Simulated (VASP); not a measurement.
Data:

```yaml
crystal:
  lattice:
    - [3.35651, 0.00000, 0.00000]
    - [0.00000, 3.35651, 0.00000]
    - [0.00000, 0.00000, 3.35651]
  atoms:
    - { symbol: Zn, position: [0.50000, 0.50000, 0.50000] }
    - { symbol: Au, position: [0.00000, 0.00000, 0.00000] }
```

The numbers are results of vdW-DF2, VASP's PBE PAW potentials (set 64) (plane waves; VASP), not measurements. Run with 520 eV cut-off, 11×11×11 Γ-centred mesh, first-order Methfessel-Paxton smearing of 0.10 eV, potentials Zn Au.

Question: Give the stress tensor in GPa (positive for a compressed cell).

Answer: 
```
-1.55   0.00   0.00
 0.00  -1.55   0.00
 0.00   0.00  -1.55
```
The pressure is its mean diagonal, -1.55 GPa.

The compound is AuZn in the CsCl type structure. This cell is one point of a volume scan, at 1.03 of the reference volume. The electron count is odd and the run is not spin-polarised, which forces a metal.
